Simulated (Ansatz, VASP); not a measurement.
# Ga14Ge17O55 (amorphous 29Ga2O3-71GeO2 (mol %)): VASP beside Ansatz

One calculation is typed for both programs; each brings its own data sets. How far apart do they land? Of the first pair: The cell is taken from a series of runs on this material, whose earlier steps may have relaxed, scaled, displaced or heated it; both programs get it as it stands.

Calculated with Ansatz 0.2.0; plane waves, with VASP 6.6.1 beside it; single point at PBE.

## 1. The starting structure

The cell holds 86 atoms: 14 Ga, 17 Ge and 55 O. Cell: a = 10.123 Å, b = 10.123 Å, c = 10.123 Å, α = 90.0°, β = 90.0°, γ = 90.0°. As first built, before any earlier steps moved the atoms (in the runner's words): 86 atoms (14 Fe, 17 Ge, 55 O) placed at random at 4.72 g/cm^3, melted at 5000 K for 10 ps at fixed volume with the Morse and Coulomb pair potential with partial charges (Pedone, Malavasi, Menziani, Cormack and Segre, J. Phys. Chem. B 110, 11780 (2006)). Quenched from 5000 K to 300 K at 100 K/ps and fixed volume, held 5 ps, then minimised at fixed cell. Then Fe was replaced by Ga and the cell scaled by 1.006 (the potential has no terms for the new elements, so the cell is a start for a DFT relaxation).

## 2. Ansatz: single point, PBE, pair 1

Ansatz runs on its PAW soft_1 files.

With cell and atoms fixed, the geometry can't cause a difference; cores, projectors, grids and the points listed under the comparison can.

Input file input.yaml:

```yaml
crystal:
  lattice:
    - [10.12338, 0.0, 0.0]
    - [0.0, 10.12338, 0.0]
    - [0.0, 0.0, 10.12338]
  atoms:
    - { symbol: Ga, position: [0.7329, 0.18446, 0.20936] }
    - { symbol: Ga, position: [0.23473, 0.10073, 0.97847] }
    - { symbol: Ga, position: [0.5633, 0.01075, 0.39975] }
    - { symbol: Ga, position: [0.50746, 0.00721, 0.87094] }
    - { symbol: Ga, position: [0.70551, 0.87597, 0.1231] }
    - { symbol: Ga, position: [0.87068, 0.01949, 0.44075] }
    - { symbol: Ga, position: [0.31261, 0.55872, 0.20687] }
    - { symbol: Ga, position: [0.65257, 0.46307, 0.61121] }
    - { symbol: Ga, position: [0.02134, 0.14847, 0.20911] }
    - { symbol: Ga, position: [0.55733, 0.68175, 0.37741] }
    - { symbol: Ga, position: [0.88033, 0.04196, 0.92866] }
    - { symbol: Ga, position: [0.87207, 0.38485, 0.43201] }
    - { symbol: Ga, position: [0.47289, 0.30917, 0.05219] }
    - { symbol: Ga, position: [0.35747, 0.55189, 0.53743] }
    - { symbol: Ge, position: [0.17836, 0.28709, 0.47178] }
    - { symbol: Ge, position: [0.43927, 0.72648, 0.74736] }
    - { symbol: Ge, position: [0.70196, 0.63374, 0.87418] }
    - { symbol: Ge, position: [0.92222, 0.67851, 0.60652] }
    - { symbol: Ge, position: [0.08974, 0.08307, 0.68594] }
    - { symbol: Ge, position: [0.31545, 0.81829, 0.06968] }
    - { symbol: Ge, position: [0.49226, 0.3595, 0.35749] }
    - { symbol: Ge, position: [0.16761, 0.57285, 0.77664] }
    - { symbol: Ge, position: [0.18478, 0.81609, 0.52435] }
    - { symbol: Ge, position: [0.27911, 0.01927, 0.29397] }
    - { symbol: Ge, position: [0.02043, 0.85097, 0.17126] }
    - { symbol: Ge, position: [0.79425, 0.34035, 0.94974] }
    - { symbol: Ge, position: [0.45684, 0.27306, 0.76299] }
    - { symbol: Ge, position: [0.76394, 0.161, 0.68149] }
    - { symbol: Ge, position: [0.09022, 0.4153, 0.04562] }
    - { symbol: Ge, position: [0.81349, 0.60986, 0.19309] }
    - { symbol: Ge, position: [0.69986, 0.8745, 0.63833] }
    - { symbol: O, position: [0.36128, 0.13655, 0.82521] }
    - { symbol: O, position: [0.66885, 0.71842, 0.23311] }
    - { symbol: O, position: [0.23326, 0.48161, 0.64499] }
    - { symbol: O, position: [0.39634, 0.91645, 0.19945] }
    - { symbol: O, position: [0.94469, 0.70836, 0.24702] }
    - { symbol: O, position: [0.85495, 0.22489, 0.8319] }
    - { symbol: O, position: [0.76236, 0.72155, 0.72985] }
    - { symbol: O, position: [0.33982, 0.9297, 0.93691] }
    - { symbol: O, position: [0.40096, 0.67082, 0.09633] }
    - { symbol: O, position: [0.59272, 0.83114, 0.47822] }
    - { symbol: O, position: [0.1539, 0.01132, 0.14035] }
    - { symbol: O, position: [0.28735, 0.69087, 0.83465] }
    - { symbol: O, position: [0.85517, 0.84231, 0.54294] }
    - { symbol: O, position: [0.37082, 0.16454, 0.10156] }
    - { symbol: O, position: [0.14909, 0.76208, 0.08863] }
    - { symbol: O, position: [0.51655, 0.60182, 0.6405] }
    - { symbol: O, position: [0.87364, 0.16145, 0.08015] }
    - { symbol: O, position: [0.80445, 0.45598, 0.26793] }
    - { symbol: O, position: [0.07009, 0.68644, 0.50717] }
    - { symbol: O, position: [0.96652, 0.97631, 0.2925] }
    - { symbol: O, position: [0.8901, 0.89641, 0.05066] }
    - { symbol: O, position: [0.94148, 0.11856, 0.59225] }
    - { symbol: O, position: [0.20268, 0.20267, 0.62419] }
    - { symbol: O, position: [0.91597, 0.44163, 0.02487] }
    - { symbol: O, position: [0.79108, 0.99223, 0.76264] }
    - { symbol: O, position: [0.58766, 0.21977, 0.33029] }
    - { symbol: O, position: [0.58846, 0.49393, 0.42374] }
    - { symbol: O, position: [0.32604, 0.37903, 0.42347] }
    - { symbol: O, position: [0.33321, 0.74709, 0.58722] }
    - { symbol: O, position: [0.04977, 0.39631, 0.45771] }
    - { symbol: O, position: [0.1214, 0.24517, 0.0706] }
    - { symbol: O, position: [0.66233, 0.29502, 0.06331] }
    - { symbol: O, position: [0.64026, 0.98352, 0.99374] }
    - { symbol: O, position: [0.45022, 0.38808, 0.89295] }
    - { symbol: O, position: [0.76106, 0.31066, 0.57968] }
    - { symbol: O, position: [0.16497, 0.16401, 0.34127] }
    - { symbol: O, position: [0.69821, 0.04557, 0.53846] }
    - { symbol: O, position: [0.49299, 0.34873, 0.61282] }
    - { symbol: O, position: [0.52949, 0.88917, 0.72215] }
    - { symbol: O, position: [0.07173, 0.07214, 0.86216] }
    - { symbol: O, position: [0.16786, 0.44672, 0.89642] }
    - { symbol: O, position: [0.87361, 0.20618, 0.33903] }
    - { symbol: O, position: [0.13666, 0.92095, 0.65315] }
    - { symbol: O, position: [0.71914, 0.46196, 0.83068] }
    - { symbol: O, position: [0.19365, 0.87699, 0.36301] }
    - { symbol: O, position: [0.60231, 0.16463, 0.77526] }
    - { symbol: O, position: [0.54291, 0.69501, 0.89282] }
    - { symbol: O, position: [0.00355, 0.6355, 0.76155] }
    - { symbol: O, position: [0.39347, 0.06311, 0.42151] }
    - { symbol: O, position: [0.14771, 0.49267, 0.18847] }
    - { symbol: O, position: [0.44716, 0.42194, 0.19594] }
    - { symbol: O, position: [0.37625, 0.63382, 0.36622] }
    - { symbol: O, position: [0.78291, 0.66572, 0.02353] }
    - { symbol: O, position: [0.69449, 0.00223, 0.26532] }
    - { symbol: O, position: [0.8188, 0.54993, 0.53949] }
kpoints:
  mp_grid: { grid: [1, 1, 1] }
hamiltonian:
  xc: pbe
  pseudopotentials: { kind: paw, azcp: { folder: soft_1 } }
scf:
  occupations: { method: fermi_dirac, width: 0.025 }
output:
  forces: true
  stress: true
  populations: true
  dos:
    method: { smearing: { sigma: 0.15 } }
    de: 0.1
    projected: { site_lists: { Ga: [Ga], Ge: [Ge], O: [O] } }
  eigenvalues: true
```

Launch:

```console
$ ansatz run input.yaml --threads 4 --pin off --max-ram 8192MiB --backend cpu --events-out ev --progress --plain --runs-dir out
```

Numbers of over 12 decimals in the logs are rounded to 6 here.

The log of the run:

```text
Engine: ansatz 0.2.0, x86_64-unknown-linux-gnu
Pseudopotentials: kind: paw
Pseudopotential: Ga, paw, valence charge 13, recommended cutoff 420 eV (normal), soft_1/Ga.paw.azcp
Pseudopotential: Ge, paw, valence charge 14, recommended cutoff 420 eV (normal), soft_1/Ge.paw.azcp
Pseudopotential: O, paw, valence charge 6, recommended cutoff 420 eV (normal), soft_1/O.paw.azcp
Functional definition: PBE
  parameter kappa = 0.804
  parameter beta = 0.066725
  exchange = pbe_x(kappa = kappa, mu = beta*pi^2/3)
  correlation = pbe_c(beta = beta)
Crystal: 86 atoms, lattice volume = 1037.473 Å³
Basis set: ecut = 420 eV, 20341 PW (Γ), exchange–correlation on 144×144×144 points (8 copies of the dense FFT grid, shifted against one another)
Bands: 461, of which v1, the nominal top of the filled ones, is band 375 counted from 1 (374 counted from 0)
Symmetry: 1 space group operations
Space group: P1 (ITA 1), of the structure as read, at distance tolerance 1.0e-4 Å
k-points: 1
Non-local potential: Ga, projectors of the file, l = 0: 2, l = 1: 2, l = 2: 3, l = 3: 1
Non-local potential: Ge, projectors of the file, l = 0: 2, l = 1: 2, l = 2: 3, l = 3: 1
Non-local potential: O, projectors of the file, l = 0: 2, l = 1: 2, l = 2: 1
PAW form: soft (Blöchl's): semilocal exchange-correlation on the pseudo side does not see the compensation charge
PAW one-centre angular grid: Ga, 590 points (default); XC on 64 Gauss nodes
PAW one-centre angular grid: Ge, 590 points (default); XC on 64 Gauss nodes
PAW one-centre angular grid: O, 110 points (default); XC on 64 Gauss nodes
Initial density: superposition of atomic densities (chi_scale 0.1, normalization cell, long waves kept (reshape's long-wave potential 0.58 eV rms))
Initial wavefunctions: pseudopotential atomic-orbital guess
Functional: x = pbe(κ = 0.804, μ = 0.219515), c = pbe(β = 0.066725)
SCF iter   1: F=—  HF=-157205.472071 eV  |F-HF|=—  |Δ(HF+E_count)|=         —  Δρ=1.09e-1  dr2=7.72e1  ethr=3.10e-3  ⟨swp⟩=6.0  Hψ=1850  notcnv=0
preconditioner: auto → Resta (q_TF=auto, 2.585 Å⁻¹)  ε∞=3.4  [insulator: Δε(μ)=1.563 eV  Ē_g=20.311 eV  σ=0.025 eV  W_gap=1.00  n_scr=304 (ndim 8)  ℏωp=31.6 eV  f_vac=0.059  D(μ)=0.00/eV (n_scr^D=0)  ε∞_Penn≈3.4]
SCF iter   2: F=—  HF=-157185.705445 eV  |F-HF|=—  |Δ(HF+E_count)|=    1.98e1  Δρ=4.88e-2  dr2=1.32e1  ethr=3.10e-3  ⟨swp⟩=2.0  Hψ=821  notcnv=0  defer=78
SCF iter   3: F=—  HF=-157181.785963 eV  |F-HF|=—  |Δ(HF+E_count)|=    3.92e0  Δρ=1.61e-2  dr2=2.45e0  ethr=1.76e-3  ⟨swp⟩=4.0  Hψ=719  notcnv=0  defer=78
SCF iter   4: F=—  HF=-157181.354195 eV  |F-HF|=—  |Δ(HF+E_count)|=   4.32e-1  Δρ=5.19e-3  dr2=2.41e-1  ethr=3.27e-4  ⟨swp⟩=2.0  Hψ=780  notcnv=0  defer=80
SCF iter   5: F=—  HF=-157181.424730 eV  |F-HF|=—  |Δ(HF+E_count)|=   7.05e-2  Δρ=3.22e-3  dr2=8.90e-2  ethr=3.22e-5  ⟨swp⟩=3.0  Hψ=698  notcnv=0  defer=80
SCF iter   6: F=—  HF=-157181.452033 eV  |F-HF|=—  |Δ(HF+E_count)|=   2.73e-2  Δρ=1.34e-3  dr2=1.72e-2  ethr=1.19e-5  ⟨swp⟩=2.0  Hψ=773  notcnv=0  defer=80
SCF iter   7: F=—  HF=-157181.452730 eV  |F-HF|=—  |Δ(HF+E_count)|=   6.97e-4  Δρ=3.24e-4  dr2=1.75e-3  ethr=2.30e-6  ⟨swp⟩=2.0  Hψ=756  notcnv=0  defer=80
SCF iter   8: F=—  HF=-157181.454559 eV  |F-HF|=—  |Δ(HF+E_count)|=   1.83e-3  Δρ=2.47e-4  dr2=6.37e-4  ethr=2.33e-7  ⟨swp⟩=2.0  Hψ=756  notcnv=0  defer=80
SCF iter   9: F=—  HF=-157181.454794 eV  |F-HF|=—  |Δ(HF+E_count)|=   2.35e-4  Δρ=7.77e-5  dr2=7.09e-5  ethr=8.49e-8  ⟨swp⟩=2.0  Hψ=756  notcnv=0  defer=80
SCF iter  10: F=—  HF=-157181.455912 eV  |F-HF|=—  |Δ(HF+E_count)|=   1.12e-3  Δρ=3.66e-5  dr2=1.38e-5  ethr=9.45e-9  ⟨swp⟩=2.0  Hψ=699  notcnv=0  defer=80
SCF iter  11: F=—  HF=-157181.455919 eV  |F-HF|=—  |Δ(HF+E_count)|=   6.70e-6  Δρ=1.92e-5  dr2=3.64e-6  ethr=1.84e-9  ⟨swp⟩=2.0  Hψ=756  notcnv=0  defer=80
SCF iter  12: F=—  HF=-157181.455921 eV  |F-HF|=—  |Δ(HF+E_count)|=   1.96e-6  Δρ=6.19e-6  dr2=4.89e-7  ethr=4.85e-10  ⟨swp⟩=2.0  Hψ=630  notcnv=0  defer=80
SCF iter  13: F=—  HF=-157181.455921 eV  |F-HF|=—  |Δ(HF+E_count)|=   5.33e-7  Δρ=3.68e-6  dr2=1.32e-7  ethr=1.33e-11  ⟨swp⟩=12.0  Hψ=2413  notcnv=0
SCF iter  14: F=-157181.455921 eV  HF=-157181.455921 eV  |F-HF|=5.88e-9  |Δ(HF+E_count)|=   3.44e-8  Δρ=1.28e-6  dr2=1.62e-8  ethr=1.33e-11  ⟨swp⟩=5.0  Hψ=1420  notcnv=0
SCF 1 converged in 14 iterations: F = -157181.455921 eV  dr2 = 1.62e-8
  greatest PAW one-centre occupation: 0.999 electrons in one spin orbital (limit 2), on the Ge atom at site 27 (counted from 0), in its partial waves of l = 2
SCF converged after 14 iterations
Free energy (F): -157181.455921 eV
Harris-Foulkes:  -157181.455921 eV  (|F-HF|=5.88e-9)
Internal energy: -157181.455920 eV  (E = F + TS)
E sigma→0 (E₀):  -157181.455921 eV
Entropy (-TS):   -0.000002 eV (-0.000 meV/atom)
Fermi energy:    7.472139 eV
--- Per-component energies (eV) ---
  E_band       = -4198.369982
  E_kinetic    = 12404.513124
[...]
atom  50  O     -0.14345319    -0.07061469     0.07491312
  atom  51  O     -0.16124437     0.03549680     0.15309109
  atom  52  O     -0.06126833    -0.03483111    -0.01405395
  atom  53  O     -0.03078214     0.02064907    -0.01000349
  atom  54  O     -0.06407443     0.01523759     0.01217093
  atom  55  O     -0.18936945     0.09473945    -0.06206541
  atom  56  O      0.02236567    -0.02243199    -0.05812345
  atom  57  O      0.13153089     0.01398558     0.10986347
  atom  58  O      0.11704063    -0.01519346     0.10014630
  atom  59  O     -0.06687920    -0.02785406     0.11613165
  atom  60  O      0.02825396     0.03761610     0.02072997
  atom  61  O     -0.08408560     0.03141570     0.04294153
  atom  62  O     -0.56734688     0.34944732     0.07556846
  atom  63  O      0.31532120     0.12456573    -0.08701721
  atom  64  O      0.20832115    -0.11813619    -0.05260636
  atom  65  O      0.12768847     0.11599650    -0.39181527
  atom  66  O      0.03932159     0.02528537    -0.01551791
  atom  67  O     -0.12010433     0.13085906     0.23938808
  atom  68  O      0.06797438     0.03736731     0.06172926
  atom  69  O      0.06431092     0.02879916    -0.08098207
  atom  70  O      0.12880160     0.00751981    -0.09007261
  atom  71  O     -0.16507051    -0.03829220    -0.18188763
  atom  72  O     -0.07162265     0.09355822    -0.18400176
  atom  73  O     -0.02374445     0.05125816     0.08814336
[...]
atom  79  O     -0.10555415     0.00643303    -0.03683301
  atom  80  O      0.11907886     0.07051219     0.34015496
  atom  81  O     -0.13353825     0.03181900     0.02607543
  atom  82  O      0.17341515     0.19735439     0.38051532
  atom  83  O      0.06675999    -0.14863129     0.30050391
  atom  84  O      0.01703812    -0.01516315    -0.02446165
  atom  85  O      0.10539647     0.00633959     0.08378096
  atom  86  O      0.01727935    -0.00098679     0.00856439
  max |Σ_I F_I| component: 1.80e-5 eV/Å
--- Stress (GPa, compression-positive) ---
       -0.577897      -1.230718      -0.690132
       -1.230718       1.877941       1.777981
       -0.690132       1.777981       0.087518
  P = ⅓ Tr σ = 0.4625 GPa (4.625 kbar)
--- Band table (eV) ---
  k-point 0: bands = [... 371 lower, 6.2132, 6.3681, 6.6680, 7.1304, 7.8138, 9.8588, 10.0558, 10.0903, ... 82 higher]
--- Löwdin populations: 86 sites ---
  site symbol       q [e]
     0     Ga     11.9242
     1     Ga     11.9607
     2     Ga     11.9214
     3     Ga     11.9324
     4     Ga     11.9221
     5     Ga     11.9402
     6     Ga     11.9068
     7     Ga     11.9736
     8     Ga     11.9555
     9     Ga     11.8924
    10     Ga     11.9279
    11     Ga     11.9192
    12     Ga     11.9572
    13     Ga     11.9514
    14     Ge     12.5091
    15     Ge     12.5474
    16     Ge     12.5244
    17     Ge     12.5413
    18     Ge     12.5128
    19     Ge     12.5577
    20     Ge     12.5185
    21     Ge     12.5193
    22     Ge     12.5266
    23     Ge     12.5787
[...]
78      O      6.6765
    79      O      6.6922
    80      O      6.6703
    81      O      6.6673
    82      O      6.6724
    83      O      6.6434
    84      O      6.6680
    85      O      6.6648
  spilling = 0.004521 (of n_electrons = 750.000000)
```

The column dr2 measures how far the density is from self-consistency, as an energy; F and HF (Harris–Foulkes) agree once it is small.

## 3. VASP: single point, PBE, pair 1

The same cell, functional, mesh and smearing now go to VASP, with its own data sets.

Lines of VASP's logs that name or quote its potential files are left out, and so is its time.

Input file INCAR:

```
SYSTEM = Ga14Ge17O55
PREC = Accurate
ENCUT = 600
EDIFF = 1E-06
NELM = 120
ISMEAR = -1
SIGMA = 0.025
LREAL = Auto
ALGO = Normal
GGA = PE
NBANDS = 440
LORBIT = 11
LWAVE = .FALSE.
LCHARG = .FALSE.
ISIF = 2
LASPH = .TRUE.
GGA_COMPAT = .FALSE.
EFERMI = MIDGAP
NCORE = 2
```

Input file POSCAR:

```
Ga14Ge17O55
1.0
   10.1233800000      0.0000000000      0.0000000000
    0.0000000000     10.1233800000      0.0000000000
    0.0000000000      0.0000000000     10.1233800000
Ga Ge O
14 17 55
Direct
    0.7329000000      0.1844600000      0.2093600000
    0.2347300000      0.1007300000      0.9784700000
    0.5633000000      0.0107500000      0.3997500000
    0.5074600000      0.0072100000      0.8709400000
    0.7055100000      0.8759700000      0.1231000000
    0.8706800000      0.0194900000      0.4407500000
    0.3126100000      0.5587200000      0.2068700000
    0.6525700000      0.4630700000      0.6112100000
    0.0213400000      0.1484700000      0.2091100000
    0.5573300000      0.6817500000      0.3774100000
    0.8803300000      0.0419600000      0.9286600000
    0.8720700000      0.3848500000      0.4320100000
    0.4728900000      0.3091700000      0.0521900000
    0.3574700000      0.5518900000      0.5374300000
    0.1783600000      0.2870900000      0.4717800000
    0.4392700000      0.7264800000      0.7473600000
    0.7019600000      0.6337400000      0.8741800000
    0.9222200000      0.6785100000      0.6065200000
    0.0897400000      0.0830700000      0.6859400000
    0.3154500000      0.8182900000      0.0696800000
    0.4922600000      0.3595000000      0.3574900000
    0.1676100000      0.5728500000      0.7766400000
    0.1847800000      0.8160900000      0.5243500000
    0.2791100000      0.0192700000      0.2939700000
    0.0204300000      0.8509700000      0.1712600000
    0.7942500000      0.3403500000      0.9497400000
    0.4568400000      0.2730600000      0.7629900000
    0.7639400000      0.1610000000      0.6814900000
    0.0902200000      0.4153000000      0.0456200000
    0.8134900000      0.6098600000      0.1930900000
    0.6998600000      0.8745000000      0.6383300000
    0.3612800000      0.1365500000      0.8252100000
    0.6688500000      0.7184200000      0.2331100000
    0.2332600000      0.4816100000      0.6449900000
    0.3963400000      0.9164500000      0.1994500000
    0.9446900000      0.7083600000      0.2470200000
    0.8549500000      0.2248900000      0.8319000000
    0.7623600000      0.7215500000      0.7298500000
    0.3398200000      0.9297000000      0.9369100000
    0.4009600000      0.6708200000      0.0963300000
    0.5927200000      0.8311400000      0.4782200000
    0.1539000000      0.0113200000      0.1403500000
    0.2873500000      0.6908700000      0.8346500000
    0.8551700000      0.8423100000      0.5429400000
    0.3708200000      0.1645400000      0.1015600000
    0.1490900000      0.7620800000      0.0886300000
    0.5165500000      0.6018200000      0.6405000000
    0.8736400000      0.1614500000      0.0801500000
    0.8044500000      0.4559800000      0.2679300000
    0.0700900000      0.6864400000      0.5071700000
    0.9665200000      0.9763100000      0.2925000000
    0.8901000000      0.8964100000      0.0506600000
    0.9414800000      0.1185600000      0.5922500000
    0.2026800000      0.2026700000      0.6241900000
    0.9159700000      0.4416300000      0.0248700000
    0.7910800000      0.9922300000      0.7626400000
    0.5876600000      0.2197700000      0.3302900000
    0.5884600000      0.4939300000      0.4237400000
    0.3260400000      0.3790300000      0.4234700000
    0.3332100000      0.7470900000      0.5872200000
    0.0497700000      0.3963100000      0.4577100000
    0.1214000000      0.2451700000      0.0706000000
    0.6623300000      0.2950200000      0.0633100000
    0.6402600000      0.9835200000      0.9937400000
    0.4502200000      0.3880800000      0.8929500000
    0.7610600000      0.3106600000      0.5796800000
    0.1649700000      0.1640100000      0.3412700000
    0.6982100000      0.0455700000      0.5384600000
    0.4929900000      0.3487300000      0.6128200000
    0.5294900000      0.8891700000      0.7221500000
    0.0717300000      0.0721400000      0.8621600000
    0.1678600000      0.4467200000      0.8964200000
    0.8736100000      0.2061800000      0.3390300000
    0.1366600000      0.9209500000      0.6531500000
    0.7191400000      0.4619600000      0.8306800000
    0.1936500000      0.8769900000      0.3630100000
    0.6023100000      0.1646300000      0.7752600000
    0.5429100000      0.6950100000      0.8928200000
    0.0035500000      0.6355000000      0.7615500000
    0.3934700000      0.0631100000      0.4215100000
    0.1477100000      0.4926700000      0.1884700000
    0.4471600000      0.4219400000      0.1959400000
    0.3762500000      0.6338200000      0.3662200000
    0.7829100000      0.6657200000      0.0235300000
    0.6944900000      0.0022300000      0.2653200000
    0.8188000000      0.5499300000      0.5394900000
```

Input file KPOINTS:

```
Automatic mesh
0
Gamma
1 1 1
0 0 0
```

PAW data sets: Ga_d, Ge_d and O (PBE family, release 64).

Launch:

```console
$ mpirun -np 8 vasp_gam
```

The log of the run:

```text
[banner, memory and clock lines left out]
running    8 mpi-ranks, on    1 nodes
[...]
LDA part: xc-table for (Slater+PW92), standard interpolation
 POSCAR, INCAR and KPOINTS ok, starting setup
[...]
entering main loop
       N       E                     dE             d eps       ncg     rms          rms(c)
DAV:   1     0.259644995381E+05    0.25964E+05   -0.26023E+05  1008   0.486E+03
DAV:   2     0.626057666691E+04   -0.19704E+05   -0.18298E+05   880   0.136E+03
DAV:   3     0.534103118943E+03   -0.57265E+04   -0.53853E+04  1056   0.447E+02
DAV:   4    -0.495678021872E+03   -0.10298E+04   -0.99480E+03  1048   0.197E+02
[...]
DAV:  18    -0.522423322015E+03   -0.22319E-05   -0.25001E-05  1320   0.245E-02    0.626E-03
DAV:  19    -0.522423322465E+03   -0.44990E-06   -0.10391E-05   800   0.128E-02    0.414E-03
DAV:  20    -0.522423321777E+03    0.68871E-06   -0.40829E-06   768   0.906E-03
   1 F= -.52242332E+03 E0= -.52242332E+03  d E =-.278880E-05
```

From OUTCAR (step 3):

```text
  FREE ENERGIE OF THE ION-ELECTRON SYSTEM (eV)
  ---------------------------------------------------
  free  energy   TOTEN  =      -522.4233217766 eV

  energy  without entropy=     -522.4233189878  energy(sigma->0) =     -522.42332038
```

The run ends at a pressure of 0.34 GPa, with forces up to 1.5 eV/Å.

[end of part 1 of 2]

[Lines on the potential files, build, host, timing and source positions are cut from VASP's logs without a mark.]

[Logs are printed without paths, hosts, clocks, repeated set-up lines and the standing remarks that a program may print on its own settings, such as how far it seeks lower states.]

[Hosts, paths, dates, database ids (printed as entryN), source tags and the programs' standing remarks are cut or masked in the printed files.]
